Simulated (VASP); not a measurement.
Data:

```
CELL_PARAMETERS angstrom
      0.00000     2.64855     2.64855
      2.64855     0.00000     2.64855
      2.64855     2.64855     0.00000
ATOMIC_POSITIONS crystal
  Ce 0.00000 0.00000 0.00000
  O  0.25000 0.25000 0.25000
  O  0.75000 0.75000 0.75000
```

Method: PBE GGA, VASP's PBE PAW potentials (set 64) (plane waves; VASP). Settings: 620 eV cut-off, 7×7×7 Γ-centred mesh, Gaussian smearing of 0.050 eV, potentials Ce O.

Energy and stress use the plane-wave basis of the starting cell.

Problem. The ions, cell shape and volume at an external pressure of 30.0 GPa are relaxed. Give the cell that the relaxation ends in.

Solution. 
```
CELL_PARAMETERS angstrom
      0.00000     2.61621     2.61621
      2.61621     0.00000     2.61621
      2.61621     2.61621     0.00000
ATOMIC_POSITIONS crystal
  Ce 0.00000 0.00000 0.00000
  O  0.25000 0.25000 0.25000
  O  0.75000 0.75000 0.75000
```
Space group Fm-3m (225), at a tolerance of 0.03 Å.

Problem. How do energy and volume change from the first to the last step?

Solution. The energy (σ→0) changes by +69.1 meV/atom and the volume by -3.6 %, in 4 ionic steps.

The compound is CeO2 in the fluorite structure. This run relaxes it under an external pressure of 30 GPa. Symmetry was kept, so distortions that lower it aren't found. The run is not spin-polarised, so no magnetic state was tried.
